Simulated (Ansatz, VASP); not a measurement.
# One calculation of Al2Si3N, two programs

```
Al Si N
1.0
     2.87489    1.65982    3.02823
    -2.87489    1.65982    3.02823
     0.00000   -3.31964    3.02823
Al Si N
2 3 1
Direct
  0.86762 0.86762 0.86762
  0.13238 0.13238 0.13238
  0.50000 0.00000 0.50000
  0.50000 0.50000 0.00000
  0.00000 0.50000 0.50000
  0.50000 0.50000 0.50000
```

Change from the starting cell: species swapped into the Ce2Fe3Rh type (R-3m, No. 166).

Alike in both runs: functional PBE; k mesh 6 × 6 × 6; occupations gaussian, width 0.1 eV; no spin polarisation.

Ansatz relaxed the structure, and its values are those at the end. VASP's run is a single point on that final structure, the one shown.

|  | VASP | Ansatz |
| --- | --- | --- |
| version | VASP 6.6.1 | Ansatz 0.2.0 |
| potentials or method | VASP PAW PBE potentials, release 64 (Al, Si, N) | scalar-relativistic, plane waves, PAW |
| plane-wave cutoff (eV) | 520 | 420 |
| valence electrons in the cell | 23 | 23 |

VASP gave:

| Property | Result |
| --- | --- |
| gap on the k mesh at the Fermi level (eV) | none |
| pressure (GPa) | -0.1 |

Task: Estimate Ansatz's values.

Result: gap on the k mesh at the Fermi level (eV): none; pressure (GPa): 0.0.

A gap of «none» marks a metal or a gap that the smearing closes. With one functional, cell and mesh, what is left measures potentials, basis and numerics.
